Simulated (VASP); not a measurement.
The cell holds one Cu (fcc) (111) slab, with vacuum along c, ions free to move until forces fall under 0.03 eV/Å, no reconstruction beyond this cell, dipole correction on.

Consider the following.

```yaml
crystal:
  lattice:
    - [2.52276, 0.00000, 0.00000]
    - [-1.26138, 2.18477, 0.00000]
    - [0.00000, 0.00000, 25.12342]
  atoms:
    - { symbol: Cu, position: [0.66667, 0.33333, 0.33779] }
    - { symbol: Cu, position: [0.33333, 0.66667, 0.41880] }
    - { symbol: Cu, position: [0.00000, 0.00000, 0.50000] }
    - { symbol: Cu, position: [0.66667, 0.33333, 0.58120] }
    - { symbol: Cu, position: [0.33333, 0.66667, 0.66221] }
```

All values below come from PBEsol GGA, VASP's PBE PAW potentials (set 64) (plane waves; VASP 6.6.1). Numerical set-up: 400 eV cut-off, 12×12×1 Γ-centred mesh, first-order Methfessel-Paxton smearing of 0.10 eV, potentials Cu.

Slab and bulk use different k-meshes, so the surface energy is good to a few per cent at best.

### Question
Predict its surface energy, work function, band gap (on the k-mesh).

### Answer

```
Property                                                    Result
------------------------  ----------------------------------------
surface energy                                           1.64 J/m²
work function                                              4.83 eV
band gap (on the k-mesh)  none (metal, semimetal or under 0.01 eV)
```

Measured: work function 4.90 eV (computed value off by -0.07 eV), as given by Abhirup Patra et al., Proceedings of the National Academy of Sciences (2017), arXiv:1702.08515.

The cell is a thin slab with vacuum, built from Cu (fcc): (111) face.
